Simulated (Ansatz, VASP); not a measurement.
## One calculation of SiF, two programs

```
Si F
1.0
     3.18662    0.00000    0.00000
     0.00000    3.18662    0.00000
     0.00000    0.00000    3.18662
Si F
1 1
Cartesian
  1.5933 1.5933 1.5933
  0.0000 0.0000 0.0000
```

Alike in both runs: task single point; functional PBE; k mesh 6 × 6 × 6; occupations gaussian, width 0.1 eV; no spin polarisation.

|  | VASP | Ansatz |
| --- | --- | --- |
| version | VASP 6.6.1 | Ansatz 0.2.0 |
| potentials or method | VASP PAW PBE potentials, release 64 (Si, F) | scalar-relativistic, plane waves, PAW |
| plane-wave cutoff (eV) | 520 | 420 |
| valence electrons in the cell | 11 | 11 |

|  | VASP | Ansatz | Ansatz less VASP |
| --- | --- | --- | --- |
| gap on the k mesh at the Fermi level (eV) | none | none | - |
| pressure (GPa) | -7.9 | -7.7 | +0.22 |

A gap of «none» marks a metal or a gap that the smearing closes.

Caveats: an odd number of electrons without spin polarisation forces a metal; a magnetic or distorted state may lie lower.
